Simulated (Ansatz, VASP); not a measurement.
# Cross-check of Ti2Ga between VASP and Ansatz

One calculation is typed for both programs; each brings its own data sets and cutoff. How far apart do they land? The structure shown is the end of the VASP relaxation below.

Method: plane waves, with VASP 6.6.1 beside it; single point at PBEsol and band structure at PBEsol, in Ansatz 0.2.0.

## Step 1: The structure

The cell holds 12 atoms: 8 Ti and 4 Ga. Its edges and angles: a = 4.510 Å, b = 4.510 Å, c = 24.625 Å, α = 90.0°, β = 90.0°, γ = 120.0°. It derives from Ti2Ga. The (0 0 1) slab of Ti2Ga, cut from the database cell (so at first; earlier steps may have moved the atoms). Vacuum lies along c.

Coordinates:

```
Ti Ga
1.0
     4.51000    0.00000    0.00000
    -2.25500    3.90577    0.00000
     0.00000    0.00000   24.62500
Ti Ga
8 4
Direct
  0.66667 0.33333 0.30457
  0.00000 0.00000 0.36041
  0.33333 0.66667 0.41624
  0.00000 0.00000 0.47208
  0.66667 0.33333 0.52804
  0.00000 0.00000 0.58387
  0.33333 0.66667 0.62978
  0.00000 0.00000 0.68340
  0.33333 0.66667 0.30457
  0.66667 0.33333 0.41624
  0.33333 0.66667 0.52415
  0.66667 0.33333 0.64314
```

## Step 2: VASP: relaxation, PBEsol

This run makes the geometry at which the two programs are then compared.

Lines of VASP's logs that name or quote its potential files are left out, and so is its time.

Input file INCAR:

```
SYSTEM = Ti2Ga
PREC = Normal
ENCUT = 300
EDIFF = 1E-05
NELM = 120
ISMEAR = 0
SIGMA = 0.05
LREAL = .FALSE.
ALGO = Fast
GGA = PS
NBANDS = 34
LORBIT = 11
LWAVE = .FALSE.
LCHARG = .FALSE.
KPAR = 2
IBRION = 2
NSW = 40
ISIF = 2
EDIFFG = -0.03
POTIM = 0.4
MAXMIX = 40
IDIPOL = 3
LDIPOL = .TRUE.
DIPOL = 0.5 0.5 0.491
```

Input file POSCAR:

```
Ti2Ga
1.0
    4.5099980207      0.0000000000      0.0000000000
   -2.2549990104      3.9057728569      0.0000000000
    0.0000000000      0.0000000000     24.6250000000
Ti Ga
8 4
Selective dynamics
Direct
    0.6666666700      0.3333333300      0.3045685300  F F F
    0.0000000000      0.0000000000      0.3604060900  F F F
    0.3333333300      0.6666666700      0.4162436500  F F F
    0.0000000000      0.0000000000      0.4720812200  F F F
    0.6666666700      0.3333333300      0.5279187800  T T T
    0.0000000000      0.0000000000      0.5837563500  T T T
    0.3333333300      0.6666666700      0.6395939100  T T T
    0.0000000000      0.0000000000      0.6954314700  T T T
    0.3333333300      0.6666666700      0.3045685300  F F F
    0.6666666700      0.3333333300      0.4162436500  F F F
    0.3333333300      0.6666666700      0.5279187800  T T T
    0.6666666700      0.3333333300      0.6395939100  T T T
```

Input file KPOINTS:

```
Automatic mesh
0
Gamma
6 6 1
0 0 0
```

The projector-augmented-wave data sets are Ti and Ga (PBE family, release 64).

Launch:

```console
$ mpirun -np 2 vasp_std
```

Numbers of over 12 decimals in the logs are rounded to 6 here.

The program printed:

```text
[banner, memory and clock lines left out]
running    2 mpi-ranks, on    1 nodes
 distrk:  each k-point on    1 cores,    2 groups
 distr:  one band on    1 cores,    1 groups

 POSCAR found type information on POSCAR TiGa
 POSCAR found :  2 types and      12 ions
|                                                                             |
|               ----> ADVICE to this user running VASP <----                  |
|                                                                             |
|     You enforced a specific xc type in the INCAR file but a different       |
|     [... a line on the potential file left out ...]
|     I HOPE YOU KNOW WHAT YOU ARE DOING!                                     |
|                                                                             |

 LDA part: xc-table for (Slater+PW92), standard interpolation
 POSCAR, INCAR and KPOINTS ok, starting setup
 FFT: planning ... GRIDC
 FFT: planning ... GRID_SOFT
 FFT: planning ... GRID
 WAVECAR not read
 entering main loop
       N       E                     dE             d eps       ncg     rms          rms(c)
DAV:   1     0.175654660600E+03    0.17565E+03   -0.99960E+03   476   0.640E+02
DAV:   2    -0.684158393477E+02   -0.24407E+03   -0.22785E+03   518   0.189E+02
DAV:   3    -0.955366588923E+02   -0.27121E+02   -0.25810E+02   690   0.638E+01
DAV:   4    -0.967438012035E+02   -0.12071E+01   -0.11960E+01   720   0.161E+01
DAV:   5    -0.967758072626E+02   -0.32006E-01   -0.31930E-01   752   0.205E+00    0.341E+01
RMM:   6    -0.117155667894E+03   -0.20380E+02   -0.85147E+01   753   0.650E+01    0.250E+01
RMM:   7    -0.167060896390E+03   -0.49905E+02   -0.14331E+02   725   0.640E+01    0.298E+01
RMM:   8    -0.928673098571E+02    0.74194E+02   -0.62617E+01   628   0.464E+01    0.196E+01
RMM:   9    -0.849423846834E+02    0.79249E+01   -0.22914E+01   661   0.185E+01    0.167E+01
RMM:  10    -0.852296302163E+02   -0.28725E+00   -0.25244E+01   587   0.191E+01    0.168E+01
RMM:  11    -0.822567125825E+02    0.29729E+01   -0.28526E+01   641   0.131E+01    0.136E+01
RMM:  12    -0.806880915917E+02    0.15686E+01   -0.17411E+01   598   0.117E+01    0.776E+00
RMM:  13    -0.796767447026E+02    0.10113E+01   -0.48414E+00   536   0.785E+00    0.446E+00
RMM:  14    -0.807326061292E+02   -0.10559E+01   -0.45970E+00   552   0.642E+00    0.793E+00
[...]
RMM:  31    -0.798177502690E+02   -0.47853E-04   -0.49462E-05   419   0.326E-02    0.161E-02
RMM:  32    -0.798178357363E+02   -0.85467E-04   -0.70334E-05   444   0.219E-02    0.103E-02
RMM:  33    -0.798178835217E+02   -0.47785E-04   -0.81346E-06   314   0.115E-02    0.695E-03
RMM:  34    -0.798179618157E+02   -0.78294E-04   -0.77682E-06   318   0.913E-03    0.466E-03
RMM:  35    -0.798179808527E+02   -0.19037E-04   -0.27721E-06   294   0.747E-03    0.587E-03
RMM:  36    -0.798179944301E+02   -0.13577E-04   -0.12217E-06   219   0.360E-03    0.573E-03
RMM:  37    -0.798180061721E+02   -0.11742E-04   -0.26742E-06   306   0.669E-03    0.286E-03
RMM:  38    -0.798180086397E+02   -0.24676E-05   -0.66278E-07   248   0.382E-03
   1 F= -.79818009E+02 E0= -.79810486E+02  d E =-.798180E+02
[... from here on, the cycles between the ionic steps are left out ...]
   6 F= -.80132750E+02 E0= -.80125688E+02  d E =-.639164E-01
   7 F= -.80140165E+02 E0= -.80133059E+02  d E =-.741476E-02
   8 F= -.80140842E+02 E0= -.80133683E+02  d E =-.809228E-02
   9 F= -.80143497E+02 E0= -.80136284E+02  d E =-.265489E-02
  10 F= -.80144175E+02 E0= -.80136909E+02  d E =-.333258E-02
  11 F= -.80146758E+02 E0= -.80139507E+02  d E =-.258258E-02
  12 F= -.80148372E+02 E0= -.80141124E+02  d E =-.419731E-02
  13 F= -.80147089E+02 E0= -.80139741E+02  d E =-.291386E-02
  14 F= -.80148627E+02 E0= -.80141365E+02  d E =-.445198E-02
  15 F= -.80148678E+02 E0= -.80141446E+02  d E =-.505746E-04
 trial-energy change:   -0.000051  1 .order   -0.000027   -0.000360    0.000307
 step:   2.2095(harm=  2.2095)  dis= 0.00160  next Energy=   -80.148724 (dE=-0.971E-04)
 bond charge predicted
       N       E                     dE             d eps       ncg     rms          rms(c)
DAV:   1    -0.801488357089E+02   -0.15523E-03   -0.10415E-02   508   0.364E-01    0.928E-02
RMM:   2    -0.801487286562E+02    0.10705E-03   -0.19706E-04   472   0.804E-02    0.100E-02
RMM:   3    -0.801487364100E+02   -0.77538E-05   -0.81099E-05   444   0.223E-02
  16 F= -.80148736E+02 E0= -.80141482E+02  d E =-.109424E-03
 curvature:  -1.50 expect dE=-0.661E-05 dE for cont linesearch -0.224E-05
 trial: gam=-0.07104 g(F)=  0.441E-05 g(S)=  0.000E+00 ort = 0.134E-04 (trialstep = 0.372E+01)
 search vector abs. value=  0.312E-05
 reached required accuracy - stopping structural energy minimisation
```

Parts of OUTCAR (step 2):

```text
ion  position               nearest neighbor table
   1  0.667  0.333  0.305-   9 2.60   9 2.60   9 2.60  10 2.75   2 2.94   2 2.94   2 2.94
   2  0.000  0.000  0.360-   4 2.75   3 2.94   1 2.94   9 2.94  10 2.94   9 2.94   3 2.94   1 2.94
                            10 2.94  10 2.94   1 2.94   3 2.94   9 2.94
   3  0.333  0.667  0.416-  10 2.60  10 2.60  10 2.60   9 2.75  11 2.75   2 2.94   2 2.94   2 2.94
                             4 2.94   4 2.94   4 2.94
   4  0.000  0.000  0.472-   2 2.75   6 2.75   5 2.94  11 2.94  11 2.94   5 2.94   5 2.94  11 2.94
                            10 2.94   3 2.94  10 2.94   3 2.94   3 2.94  10 2.94
   5  0.667  0.333  0.528-  11 2.60  11 2.60  11 2.60  12 2.75  10 2.75   4 2.94   4 2.94   4 2.94
                             6 2.94   6 2.94   6 2.94
   6  0.000  0.000  0.584-   8 2.75   4 2.75   7 2.94  12 2.94   7 2.94  12 2.94  12 2.94   7 2.94
                            11 2.94   5 2.94  11 2.94   5 2.94   5 2.94  11 2.94
   7  0.333  0.667  0.640-  12 2.60  12 2.60  12 2.60  11 2.75   8 2.94   6 2.94   8 2.94   6 2.94
                             6 2.94   8 2.94
   8  0.000  0.000  0.695-   6 2.75   7 2.94  12 2.94   7 2.94  12 2.94  12 2.94   7 2.94
   9  0.333  0.667  0.305-   1 2.60   1 2.60   1 2.60   3 2.75   2 2.94   2 2.94   2 2.94
  10  0.667  0.333  0.416-   3 2.60   3 2.60   3 2.60   1 2.75   5 2.75   2 2.94   2 2.94   2 2.94
                             4 2.94   4 2.94   4 2.94
  11  0.333  0.667  0.528-   5 2.60   5 2.60   5 2.60   7 2.75   3 2.75   4 2.94   4 2.94   4 2.94
                             6 2.94   6 2.94   6 2.94
  12  0.667  0.333  0.640-   7 2.60   7 2.60   7 2.60   5 2.75   8 2.94   6 2.94   8 2.94   6 2.94
                             6 2.94   8 2.94

  LATTYP: Found a hexagonal cell.
 ALAT       =     4.5099980207
 C/A-ratio  =     5.4600910881

 Subroutine GETGRP returns: Found  6 space group operations
 (whereof  6 operations were pure point group operations)

The static configuration has the point symmetry C_3v.

 Found      7 irreducible k-points:

   k-points           NKPTS =      7   k-points in BZ     NKDIM =      7   number of bands    NBANDS=     34

   dimension x,y,z NGX =    20 NGY =   20 NGZ =  108
   dimension x,y,z NGXF=    40 NGYF=   40 NGZF=  216

   ENCUT  =  300.0 eV  22.05 Ry    4.70 a.u.   6.37  6.37 34.78*2*pi/ulx,y,z

   NELECT =      44.0000    total number of electrons

 k-points in reciprocal lattice and weights: Automatic mesh
   0.00000000  0.00000000  0.00000000       0.028
   0.16666667  0.00000000  0.00000000       0.167
   0.33333333  0.00000000  0.00000000       0.167
   0.50000000  0.00000000  0.00000000       0.083
   0.16666667  0.16666667  0.00000000       0.167
   0.33333333  0.16666667  0.00000000       0.333
   0.33333333  0.33333333  0.00000000       0.056

 dipolmoment           0.000000      0.000000     -0.078308 electrons x Angstroem

 average (electrostatic) potential at core
       1 -30.2253       2 -29.8942       3 -29.8543       4 -29.7533       5 -29.8759
       6 -29.4700       7 -29.7319       8 -30.1236       9 -16.5824      10 -16.6694
      11 -16.6242      12 -16.5827

 E-fermi :  -0.5253

 k-point     1 :       0.0000    0.0000    0.0000
  band No.  band energies     occupation
    ...
     20      -1.0450      2.00000
     21      -0.9521      2.00000
     22      -0.9521      2.00000
     23      -0.6998      2.00000
     24      -0.6998      2.00000
     25      -0.3513      0.00000
     26      -0.1384      0.00000
     27       0.8084      0.00000
     28       0.8084      0.00000
     29       0.9804      0.00000
    ...

 k-point     2 :       0.1667    0.0000    0.0000
  band No.  band energies     occupation
    ...
     20      -0.9920      2.00000
     21      -0.9235      2.00000
     22      -0.9042      2.00000
     23      -0.6087      1.98172
     24      -0.5830      1.89751
     25      -0.1079      0.00000
     26       0.0157      0.00000
     27       0.7112      0.00000
     28       0.7372      0.00000
     29       0.8178      0.00000
    ...

 k-point     3 :       0.3333    0.0000    0.0000
  band No.  band energies     occupation
    ...
     18      -0.9876      2.00000
     19      -0.9680      2.00000
     20      -0.8519      2.00000
     21      -0.8035      2.00000
     22      -0.6507      1.99961
     23      -0.3938      0.00020
     24      -0.3636      0.00000
     25      -0.0662      0.00000
     26       0.1340      0.00000
     27       0.4373      0.00000
    ...

  Total       -7.6356486     -7.6356486     -3.5947099      0.0000000     -0.0000000     -0.0000000
  in kB      -28.2031062    -28.2031062    -13.2774557      0.0000000     -0.0000000     -0.0000000
  external PRESSURE =     -23.2278894 kB  Pullay stress =       0.0000000 kB

  energy-cutoff  :      300.00
  volume of cell :      433.77
      direct lattice vectors                 reciprocal lattice vectors
     4.509998021  0.000000000  0.000000000     0.221729587  0.128015637  0.000000000
    -2.254999010  3.905772857  0.000000000     0.000000000  0.256031274  0.000000000
     0.000000000  0.000000000 24.625000000     0.000000000  0.000000000  0.040609137

 POSITION                                       TOTAL-FORCE (eV/Angst)
 -----------------------------------------------------------------------------------
      2.25500      1.30192      7.50000        -0.000000     -0.000000      0.621128
      0.00000      0.00000      8.87500         0.000000     -0.000000     -0.022863
     -0.00000      2.60385     10.25000        -0.000000     -0.000000     -0.219355
      0.00000      0.00000     11.62500         0.000000     -0.000000     -0.544204
      2.25500      1.30192     13.00311         0.000000     -0.000000     -0.007608
      0.00000      0.00000     14.37783         0.000000     -0.000000     -0.000110
     -0.00000      2.60385     15.50837        -0.000000      0.000000      0.000094
      0.00000      0.00000     16.82873        -0.000000      0.000000      0.004576
     -0.00000      2.60385      7.50000         0.000000     -0.000000      0.401044
      2.25500      1.30192     10.25000         0.000000     -0.000000     -0.224399
     -0.00000      2.60385     12.90729        -0.000000     -0.000000     -0.003449
      2.25500      1.30192     15.83733         0.000000     -0.000000     -0.004854
 -----------------------------------------------------------------------------------
    total drift:                               -0.000001      0.000001      0.001597

  FREE ENERGIE OF THE ION-ELECTRON SYSTEM (eV)
  ---------------------------------------------------
  free  energy   TOTEN  =       -80.1487364100 eV

  energy  without entropy=      -80.1342270005  energy(sigma->0) =      -80.14148171

 reached required accuracy - stopping structural energy minimisation

 vacuum level on the upper side and lower side of the slab         2.272         3.092

 total charge
# of ion       s       p       d       tot
------------------------------------------
    1        0.412   0.436   2.381   3.228
    2        0.455   0.550   2.346   3.351
    3        0.454   0.623   2.464   3.541
    4        0.480   0.561   2.442   3.484
    5        0.439   0.612   2.456   3.507
    6        0.514   0.555   2.559   3.629
    7        0.491   0.635   2.451   3.577
    8        0.461   0.373   2.421   3.256
    9        1.197   1.252   0.051   2.500
   10        1.149   1.360   0.109   2.619
   11        1.163   1.447   0.105   2.715
   12        1.145   1.357   0.093   2.595
--------------------------------------------------
tot          8.362   9.761  19.878  38.002

[... 3 further parts left out ...]
```

CONTCAR:

```
Ti2Ga
   1.00000000000000
     4.5099980207000003    0.0000000000000000    0.0000000000000000
    -2.2549990104000002    3.9057728569000001    0.0000000000000000
     0.0000000000000000    0.0000000000000000   24.6250000000000000
  Ti              Ga
     8     4
Selective dynamics
Direct
     0.6666666699999979    0.3333333300000021    0.3045685299999974   F   F   F
     0.0000000000000000    0.0000000000000000    0.3604060899999979   F   F   F
     0.3333333300000021    0.6666666699999979    0.4162436499999984   F   F   F
     0.0000000000000000    0.0000000000000000    0.4720812199999997   F   F   F
     0.6666666699999979    0.3333333300000021    0.5280449946360495   T   T   T
     0.0000000000000000    0.0000000000000000    0.5838714029086962   T   T   T
     0.3333333300000021    0.6666666699999979    0.6297814043334525   T   T   T
     0.0000000000000000    0.0000000000000000    0.6834000856691588   T   T   T
     0.3333333300000021    0.6666666699999979    0.3045685299999974   F   F   F
     0.6666666699999979    0.3333333300000021    0.4162436499999984   F   F   F
     0.3333333300000021    0.6666666699999979    0.5241537440959442   T   T   T
     0.6666666699999979    0.3333333300000021    0.6431401253788039   T   T   T
```

The data sets Ti and Ga keep the semicore shell frozen, which is cheaper and a little less accurate. The run keeps the 6 symmetry operations of its start, so it cannot find a distortion of lower symmetry.

(Continued in part 2 of 3.)

[Lines on the potential files, build, host, timing and source positions are cut from VASP's logs without a mark.]

[Logs are printed without paths, hosts, clocks, repeated set-up lines and the standing remarks that a program may print on its own settings, such as how far it seeks lower states.]

[Hosts, paths, dates, database ids (printed as entryN), source tags and the programs' standing remarks are cut or masked in the printed files.]
